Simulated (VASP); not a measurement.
```xyz
2
Lattice="3.2966 0.0000 0.0000 -1.6483 2.8550 0.0000 0.0000 0.0000 3.2174" Properties=species:S:1:pos:R:3 pbc="T T T"
V      0.0000     0.0000     0.0000
Si     1.6483     0.9517     1.6087
```
Starting moments (μB, in the order of the record's atoms V Si): 2.0 0.0.

Level of theory: PBEsol GGA, VASP's PBE PAW potentials (set 64) (plane waves; VASP). Settings: 400 eV cut-off, 12×12×10 Γ-centred mesh, first-order Methfessel-Paxton smearing of 0.10 eV, potentials V_sv Si.

Energy and stress use the plane-wave basis of the starting cell.

Question: The ions, cell shape and volume are relaxed. What does this cell relax into?

Answer: 
```xyz
2
Lattice="2.7714 0.0000 0.0000 -1.3857 2.4001 0.0000 0.0000 0.0000 3.8646" Properties=species:S:1:pos:R:3 pbc="T T T"
V      0.0000     0.0000     0.0000
Si     1.3857     0.8000     1.9323
```
Space group P-6m2 (187), at a tolerance of 0.03 Å. The cell ends with 0.00 μB, on the sites 0.00 0.00 μB.

Question: How do energy and volume change from the first to the last step?

Answer: The energy (σ→0) changes by -360.4 meV/atom and the volume by -15.1 %, in 20 ionic steps.

The structure was generated: VSi was put into the WC type (P-6m2), which need not be its known phase. This run relaxes it. Symmetry was kept, so distortions that lower it aren't found.
